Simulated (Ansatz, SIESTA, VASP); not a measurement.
## One structure in several programs: MgPt₇ (P1, 8 atoms in the cell)

Self-consistent single point, at a second geometry (atoms moved at random). First geometry:

```
CELL_PARAMETERS angstrom
      0.00000     3.93653     3.93653
      3.93653     0.00000     3.93653
      3.93653     3.93653     0.00000
ATOMIC_POSITIONS crystal
  Mg 0.00000 0.00000 0.00000
  Pt 0.50000 0.00000 0.00000
  Pt 0.50000 0.00000 0.50000
  Pt 0.00000 0.50000 0.50000
  Pt 0.00000 0.50000 0.00000
  Pt 0.50000 0.50000 0.00000
  Pt 0.00000 0.00000 0.50000
  Pt 0.50000 0.50000 0.50000
```

Second geometry:
```
MgPt7
1.0
    0.00000     3.93653     3.93653
    3.93653     0.00000     3.93653
    3.93653     3.93653     0.00000
Mg Pt
1 7
Cartesian
 -0.02312   0.00618   0.01929
  0.01001   2.06441   2.02001
  1.99699   3.87384   1.96033
  3.96738   1.93450   1.96667
  1.93988  -0.06583   1.98212
  1.95975   1.95756   3.92390
  1.95728   2.01676  -0.00040
  3.93794   3.95868   3.87419
```

Shared settings, as Ansatz (a first-principles code) writes them: kpoints.mp_grid.grid = 6 6 6; scf.occupations.method = gaussian; scf.occupations.width = 0.272 eV. Potentials and cutoffs stand in the table.

```json
[
 {"code": "Ansatz", "model": "PBEsol, default PAW files made with PBE", "ΔF from the first geometry (meV/atom)": "24.9", "pressure (GPa)": "-2.64", "largest force (eV/Å)": "1.328", "cutoff": "default"},
 {"code": "VASP", "model": "PBEsol, VASP's PBE PAW potentials (set 64)", "ΔF from the first geometry (meV/atom)": "24.6", "pressure (GPa)": "-3.53", "largest force (eV/Å)": "1.308", "cutoff": "300 eV"},
 {"code": "SIESTA", "model": "GGA PBEsol, numerical atomic orbitals DZP, PseudoDojo PBEsol standard norm-conserving potentials (rewritten from UPF to PSML)", "ΔF from the first geometry (meV/atom)": "28.9", "pressure (GPa)": "-3.50", "largest force (eV/Å)": "1.626", "cutoff": "grid 400 Ry"}
]
```

Size of the force on each atom (eV/Å): Sizes of forces hide their directions.

```
code      Mg1    Pt2    Pt3    Pt4    Pt5    Pt6    Pt7    Pt8
------  -----  -----  -----  -----  -----  -----  -----  -----
Ansatz  0.376  1.249  1.064  0.523  1.328  0.508  1.007  0.780
VASP    0.379  1.239  1.049  0.514  1.308  0.498  0.994  0.767
SIESTA  0.477  1.394  1.269  0.728  1.626  0.643  1.243  0.958
```

On Ansatz's run: spin-orbit coupling is off. Spin polarisation is off.

The spread over the programs that give each value: ΔF from the first geometry within 4.3 meV/atom; pressure within 0.89 GPa; largest force within 0.318 eV/Å.

SIESTA uses small atom-centred bases, whose incompleteness enters pressures, forces and empty levels differently from a plane-wave cutoff. Ansatz's pressure is given at a fixed set of plane waves, as the other plane-wave codes print theirs; with its correction for the finite basis it is -2.58 GPa. In the force vectors, SIESTA (by 0.312) lies more than 0.08 eV/Å from the median of the plane-wave programs.

VASP's run is marked for a possible Pulay error in its stress at this cutoff; no cutoff test was made.

The starting cell comes from a database of computed structures (which also holds hypothetical and non-ambient phases and stackings), without a prior relaxation at this level. For this run, on top of that: atoms moved at random.

Keys are those of Ansatz 0.2.
